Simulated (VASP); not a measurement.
Au (fcc) is relaxed at rising pressure, each step from the one before. Symmetry mostly holds the structure type, and other phases were not tried. The mesh follows the cell, and a change of mesh leaves a small step in the series.

Here is the system:

```yaml
crystal:
  lattice:
    - [0.00000, 2.04045, 2.04045]
    - [2.04045, 0.00000, 2.04045]
    - [2.04045, 2.04045, 0.00000]
  atoms:
    - { symbol: Au, position: [0.00000, 0.00000, 0.00000] }
```

Calculation: PBEsol GGA, VASP's PBE PAW potentials (set 64) (plane waves; VASP 6.6.1). Settings: 500 eV cut-off, 15×15×15 Γ-centred mesh, first-order Methfessel-Paxton smearing of 0.10 eV, potentials Au.

Unless said otherwise, spin-orbit coupling is left out, though it shifts the bands of the heavy elements here.

| P (GPa) | V (Å³/atom) | H − H(0) (eV/atom) | space group | gap on the mesh (eV) | k-mesh |
|---|---|---|---|---|---|
| 0 | 16.99 | 0.000 | Fm-3m | 0.00 | 15×15×15 |
| 5 | 16.53 | 0.523 | Fm-3m | 0.00 | 15×15×15 |
| 10 | 16.18 | 1.034 | Fm-3m | 0.00 | 16×16×16 |
| 20 | 15.57 | 2.024 | Fm-3m | 0.00 | 16×16×16 |
| 30 | 15.07 | 2.980 | Fm-3m | 0.00 | 16×16×16 |
| 45 | 14.47 | 4.362 | Fm-3m | 0.00 | 16×16×16 |

Pressures at which the relaxation failed are left out.

The compound is Au in the fcc structure.
